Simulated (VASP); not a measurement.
Given:

```
CELL_PARAMETERS angstrom
     -2.24000     2.24000     2.24000
      2.24000    -2.24000     2.24000
      2.24000     2.24000    -2.24000
ATOMIC_POSITIONS crystal
  Ca 0.00000 0.00000 0.00000
```

Method: LDA (Ceperley-Alder, Perdew-Zunger), VASP's LDA PAW potentials (set 64) (plane waves; VASP). Run with 300 eV cut-off, 14×14×14 Γ-centred mesh, Gaussian smearing of 0.20 eV, potentials Ca_sv.

At this cut-off the stress carries a Pulay error, which pulls relaxed volumes low.

Give the stress tensor in GPa (positive for a compressed cell).

```
-2.63   0.00   0.00
 0.00  -2.63   0.00
 0.00   0.00  -2.63
```
The pressure is its mean diagonal, -2.63 GPa.

The structure comes from a measured Ca entry of the Crystallography Open Database, whose conditions weren't checked. The cell was not relaxed at this level.
